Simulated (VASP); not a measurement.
Crystal: Al4Cd.

```xyz
5
Lattice="5.5212 0.0000 0.0000 0.0000 5.5212 0.0000 0.0000 0.0000 5.6079" Properties=species:S:1:pos:R:3 pbc="T T T"
Al    0.0000    2.7606    0.9616
Al    2.7606    0.0000    0.9616
Al    0.0000    2.7606    4.6463
Al    2.7606    0.0000    4.6463
Cd    0.0000    0.0000    0.0000
```

The cell was built by a generator and needn't be a form met in nature.

| Item | Value |
| --- | --- |
| Program | VASP 6.6.1 |
| Task | relaxation of the atoms |
| Functional | RPBE |
| Potentials or basis | VASP PAW PBE potentials, release 64 (Al, Cd) |
| Cutoff | 520 eV |
| k mesh | 5 × 5 × 5 |
| Occupations | methfessel-paxton, width 0.2 eV |
| Spin | no spin polarisation |

At the start: pressure 9.8 GPa; volume 34.19 Å³/atom.

Task: Where does the relaxation end?

Result: Over 4 steps the energy falls by 1227.5 meV/atom; space group P4/mmm (No. 123, to 0.05 Å).

Step by step:
```
step  energy change (eV)  largest force (eV/Å)  pressure (GPa)
   1              0.0000               10.6622            9.83
   2             -6.0693                0.5447           -5.14
   3             -6.0349                0.6810           -4.69
   4             -6.1373                0.0073           -5.24
```

Final structure:
```
CELL_PARAMETERS angstrom
5.52115 0.00000 0.00000
0.00000 5.52115 0.00000
0.00000 0.00000 5.60788
ATOMIC_POSITIONS crystal
Al 0.00000 0.50000 0.25209
Al 0.50000 0.00000 0.25209
Al 0.00000 0.50000 0.74791
Al 0.50000 0.00000 0.74791
Cd 0.00000 0.00000 0.00000
```

Caveat: the PAW data sets were made with another functional, which shifts forces and pressure a little.
